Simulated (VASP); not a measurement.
All values below come from r2SCAN meta-GGA, VASP's PBE PAW potentials (set 64) (plane waves; VASP).

VASP ran on this input.

INCAR:
```
SYSTEM = W
PREC = Accurate; ENCUT = 400; LREAL = .False.
LASPH = .True.
EDIFF = 1E-6; NELM = 100; ALGO = Normal
LMAXMIX = 6; LMIXTAU = .True.
ISMEAR = 1; SIGMA = 0.1
METAGGA = R2SCAN
IBRION = 2; NSW = 60; ISIF = 3
EDIFFG = -0.01
LWAVE = .False.; LCHARG = .False.
```

**POSCAR**
```
W
1
    0.0000000000     2.8984690000     2.8984690000
    2.8984690000     0.0000000000     2.8984690000
    2.8984690000     2.8984690000     0.0000000000
W
2
Direct
  0.7500000000   0.7500000000   0.7500000000
  0.5000000000   0.5000000000   0.5000000000
```

### KPOINTS
```
Regular mesh
0
gamma
  10 10 10
0 0 0
```

POTCAR, in this order: W_sv (PBE.64 set). Program: vasp_std.

What VASP printed:

### OSZICAR
```
       N       E                     dE             d eps       ncg     rms          rms(c)
DAV:   1     0.195650440181E+03    0.19565E+03   -0.16600E+04  1756   0.147E+03
DAV:   2    -0.953689240285E+02   -0.29102E+03   -0.28681E+03  1928   0.458E+02
DAV:   3    -0.105284656707E+03   -0.99157E+01   -0.95225E+01  2186   0.825E+01
DAV:   4    -0.105468121198E+03   -0.18346E+00   -0.18273E+00  1934   0.106E+01
DAV:   5    -0.105471020361E+03   -0.28992E-02   -0.28986E-02  1998   0.153E+00    0.232E+01
DAV:   6    -0.969844213920E+02    0.84866E+01   -0.34968E+00  1702   0.213E+01    0.562E+00
DAV:   7    -0.970440087867E+02   -0.59587E-01   -0.84054E-01  1730   0.632E+00    0.299E+00
DAV:   8    -0.968797353665E+02    0.16427E+00   -0.65572E-01  1708   0.599E+00    0.820E-01
DAV:   9    -0.970368879169E+02   -0.15715E+00   -0.13766E-01  1728   0.261E+00    0.304E-01
DAV:  10    -0.970104141504E+02    0.26474E-01   -0.84923E-02  1748   0.147E+00    0.330E-01
DAV:  11    -0.969817572344E+02    0.28657E-01   -0.11414E-02  1760   0.863E-01    0.134E-01
DAV:  12    -0.970206035512E+02   -0.38846E-01   -0.23032E-02  1718   0.968E-01    0.638E-02
DAV:  13    -0.970397119870E+02   -0.19108E-01   -0.25131E-02  1756   0.672E-01    0.518E-02
DAV:  14    -0.970397018234E+02    0.10164E-04   -0.45523E-04  1902   0.128E-01    0.375E-02
DAV:  15    -0.970396445110E+02    0.57312E-04   -0.92402E-05  1784   0.612E-02    0.243E-02
DAV:  16    -0.970396462297E+02   -0.17187E-05   -0.14734E-04  1928   0.637E-02    0.136E-02
DAV:  17    -0.970397112460E+02   -0.65016E-04   -0.54353E-06  1414   0.147E-02    0.135E-02
DAV:  18    -0.970398568954E+02   -0.14565E-03   -0.60063E-05  1728   0.494E-02    0.402E-03
DAV:  19    -0.970398918470E+02   -0.34952E-04   -0.24096E-05  1384   0.276E-02    0.351E-03
DAV:  20    -0.970398947264E+02   -0.28794E-05   -0.44668E-06  1434   0.139E-02    0.239E-03
DAV:  21    -0.970398948026E+02   -0.76173E-07   -0.16206E-07   896   0.417E-03
   1 F= -.97039895E+02 E0= -.97038818E+02  d E =-.970399E+02
       N       E                     dE             d eps       ncg     rms          rms(c)
DAV:   1    -0.970515615111E+02   -0.11667E-01   -0.27347E-01  1974   0.647E+00    0.110E+00
DAV:   2    -0.970405430579E+02    0.11018E-01   -0.31959E-02  1852   0.151E+00    0.214E-01
DAV:   3    -0.970397062138E+02    0.83684E-03   -0.33085E-03  2064   0.552E-01    0.174E-01
DAV:   4    -0.970394921389E+02    0.21407E-03   -0.63327E-04  1716   0.191E-01    0.793E-02
DAV:   5    -0.970391091948E+02    0.38294E-03   -0.13980E-03  1700   0.256E-01    0.181E-02
DAV:   6    -0.970396884642E+02   -0.57927E-03   -0.39881E-04  1700   0.127E-01    0.617E-03
DAV:   7    -0.970397111129E+02   -0.22649E-04   -0.17757E-05  1420   0.277E-02    0.244E-03
DAV:   8    -0.970397147265E+02   -0.36135E-05   -0.49983E-06  1354   0.216E-02    0.700E-04
DAV:   9    -0.970397147640E+02   -0.37555E-07   -0.86197E-07   932   0.781E-03
   2 F= -.97039715E+02 E0= -.97038578E+02  d E =0.180039E-03
       N       E                     dE             d eps       ncg     rms          rms(c)
DAV:   1    -0.970446310049E+02   -0.49163E-02   -0.10839E-01  1966   0.406E+00    0.704E-01
DAV:   2    -0.970403090958E+02    0.43219E-02   -0.12332E-02  1840   0.946E-01    0.138E-01
DAV:   3    -0.970399668368E+02    0.34226E-03   -0.14103E-03  2070   0.360E-01    0.115E-01
DAV:   4    -0.970398894629E+02    0.77374E-04   -0.25290E-04  1720   0.123E-01    0.469E-02
DAV:   5    -0.970398009169E+02    0.88546E-04   -0.46878E-04  1702   0.155E-01    0.957E-03
DAV:   6    -0.970399820641E+02   -0.18115E-03   -0.12010E-04  1700   0.741E-02    0.308E-03
DAV:   7    -0.970399881250E+02   -0.60610E-05   -0.40171E-06  1424   0.139E-02    0.133E-03
DAV:   8    -0.970399887334E+02   -0.60839E-06   -0.20117E-06  1252   0.137E-02
   3 F= -.97039989E+02 E0= -.97038888E+02  d E =-.939309E-04
```

### OUTCAR
```
------------------------ aborting loop because EDIFF is reached ----------------------------------------
  FORCE on cell =-STRESS in cart. coord.  units (eV):
  Direction    XX          YY          ZZ          XY          YZ          ZX
  --------------------------------------------------------------------------------------
  Total        0.0013917      0.0013917      0.0013917      0.0000000     -0.0000000      0.0000000
  in kB        0.0456817      0.0456817      0.0456817      0.0000000     -0.0000000      0.0000000
  external PRESSURE =       0.0456817 kB  Pullay stress =       0.0000000 kB
  volume of cell :       48.81
      direct lattice vectors                 reciprocal lattice vectors
     0.000000000  2.900617652  2.900617652    -0.172377080  0.172377080  0.172377080
     2.900617652 -0.000000000  2.900617652     0.172377080 -0.172377080  0.172377080
     2.900617652  2.900617652 -0.000000000     0.172377080  0.172377080 -0.172377080
 POSITION                                       TOTAL-FORCE (eV/Angst)
 -----------------------------------------------------------------------------------
      4.35093      4.35093      4.35093         0.000000      0.000000      0.000000
      2.90062      2.90062      2.90062        -0.000000     -0.000000     -0.000000
 -----------------------------------------------------------------------------------
    total drift:                                0.000000      0.000000      0.000000
  FREE ENERGIE OF THE ION-ELECTRON SYSTEM (eV)
  ---------------------------------------------------
  free  energy   TOTEN  =       -97.0399887334 eV

  energy  without entropy=      -97.0366864272  energy(sigma->0) =      -97.03888796

 reached required accuracy - stopping structural energy minimisation
```
(Selected blocks of OUTCAR.)

**CONTCAR**
```
W
   1.00000000000000
     0.0000000000000000    2.9006176521896543    2.9006176521896543
     2.9006176521896543   -0.0000000000000000    2.9006176521896543
     2.9006176521896543    2.9006176521896543   -0.0000000000000000
  W
     2
Direct
     0.7500000000000000    0.7500000000000000    0.7500000000000000
     0.5000000000000000    0.5000000000000000    0.5000000000000000
```

The structure was generated: W was put into the diamond type (Fd-3m), which need not be its known phase. This run relaxes it. Symmetry was kept, so distortions that lower it aren't found.
